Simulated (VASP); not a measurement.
Data:

```yaml
crystal:
  lattice:
    - [0.00000, 2.35876, 2.35876]
    - [2.35876, 0.00000, 2.35876]
    - [2.35876, 2.35876, 0.00000]
  atoms:
    - { symbol: Cd, position: [0.00000, 0.00000, 0.00000] }
    - { symbol: O, position: [0.50000, 0.50000, 0.50000] }
```

Level of theory: vdW-DF-cx, VASP's PBE PAW potentials (set 64) (plane waves; VASP). Run with 520 eV cut-off, 15×15×15 Γ-centred mesh, tetrahedra with Blöchl corrections, potentials Cd O.

Q: Tabulate the total density of states (states/eV per cell) against energy (eV; zero at the valence-band maximum or, without a gap, the Fermi level).

A: 
| E (eV) | DOS (states/eV) |
|---|---|
| -9.98 | 0.00 |
| -9.74 | 0.00 |
| -9.50 | 0.00 |
| -9.26 | 0.00 |
| -9.02 | 0.00 |
| -8.90 | 0.00 |
| -8.66 | 0.00 |
| -8.42 | 0.00 |
| -8.18 | 0.00 |
| -7.94 | 0.00 |
| -7.70 | 0.00 |
| -7.46 | 0.63 |
| -7.22 | 3.38 |
| -6.98 | 10.9 |
| -6.74 | 6.98 |
| -6.62 | 4.25 |
| -6.38 | 4.08 |
| -6.14 | 10.3 |
| -5.90 | 2.38 |
| -5.66 | 0.03 |
| -5.42 | 0.00 |
| -5.18 | 0.00 |
| -4.94 | 0.00 |
| -4.70 | 0.00 |
| -4.46 | 0.00 |
| -4.34 | 0.00 |
| -4.10 | 0.07 |
| -3.86 | 0.29 |
| -3.62 | 3.15 |
| -3.38 | 3.27 |
| -3.14 | 1.03 |
| -2.90 | 0.33 |
| -2.66 | 0.83 |
| -2.42 | 1.04 |
| -2.18 | 1.13 |
| -2.06 | 1.22 |
| -1.82 | 1.49 |
| -1.58 | 1.74 |
| -1.34 | 2.11 |
| -1.10 | 1.80 |
| -0.86 | 1.61 |
| -0.62 | 1.57 |
| -0.38 | 1.51 |
| -0.14 | 1.56 |
| 0.10 | 0.01 |
| 0.22 | 0.01 |
| 0.46 | 0.02 |
| 0.70 | 0.02 |
| 0.94 | 0.03 |
| 1.18 | 0.04 |
| 1.42 | 0.05 |
| 1.66 | 0.06 |
| 1.90 | 0.08 |
| 2.14 | 0.09 |
| 2.38 | 0.11 |
| 2.50 | 0.12 |
| 2.74 | 0.14 |
| 2.98 | 0.16 |
| 3.22 | 0.19 |
| 3.46 | 0.22 |
Within 2 eV below the Fermi level the largest weight inside VASP's projection spheres is O p, then Cd d.

The compound is CdO in the rock salt structure. It was relaxed first.
